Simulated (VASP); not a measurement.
Here is a VASP 6.6.1 calculation.

Contents of INCAR:

```
SYSTEM = HoAs3
PREC = Accurate
ENCUT = 520
EDIFF = 1E-6
ISMEAR = 0
SIGMA = 0.05
LREAL = .False.
LASPH = .True.
NELM = 100
ALGO = Normal
ISIF = 2
LWAVE = .False.
LCHARG = .False.
ISPIN = 2
MAGMOM = 4 4 0 0 0 0 0 0
LORBIT = 11
LMAXMIX = 6
GGA = CA
```

The input KPOINTS:

```
Automatic mesh
0
Gamma
  5 5 5
  0 0 0
```

The input POSCAR:

```
HoAs3
1.0
    5.9888765386      0.0000000000      0.0000000000
   -2.9944382693      5.1865192226      0.0000000000
    0.0000000000      0.0000000000      5.4663480000
Ho As
2 6
Cartesian
   -0.0000000003      3.4576794819      4.0997610000
    2.9944382696      1.7288397407      1.3665870000
    0.0000000000      1.8691904606      1.3665870000
   -1.3756718459      4.2519239923      1.3665870000
    1.3756718459      4.2519239923      1.3665870000
    2.9944382693      3.3173287620      4.0997610000
    4.3701101152      0.9345952303      4.0997610000
    1.6187664234      0.9345952303      4.0997610000
```

Potentials or basis: VASP PAW PBE potentials, release 64 (Ho_3, As), 4f in core.

Launch:

```sh
$ cat potpaw_PBE.64/Ho_3/POTCAR potpaw_PBE.64/As/POTCAR > POTCAR
$ mpirun -np 1 vasp_std > vasp.out
```

Problem. What does it give for the pressure?

Solution. -5.9 GPa.

Problem. What does it give for the largest force?

Solution. 0.210 eV/Å.

Problem. What does it give for the band gap on the k mesh?

Solution. None (metal or under the smearing width).

Problem. Predict the net moment.

Solution. 0.00 μB per cell.

Forces in eV/Å, atoms in the order of the input:
```
Ho   0.000  0.000  0.000
Ho   0.000  0.000  0.000
As   0.000  0.210  0.000
As   0.182 -0.105  0.000
As  -0.182 -0.105  0.000
As   0.000 -0.210  0.000
As  -0.182  0.105  0.000
As   0.182  0.105  0.000
```

Caveat: the magnetic or orbital state may not be the lowest; the PAW data sets were made with another functional, which shifts forces and pressure a little; spin-orbit coupling is left out, which moves the levels of the heavy elements; the 4f electrons are frozen in the core as for a trivalent ion, so they carry no moment and show no levels. The state reached can hang on the start; a lower one may exist.
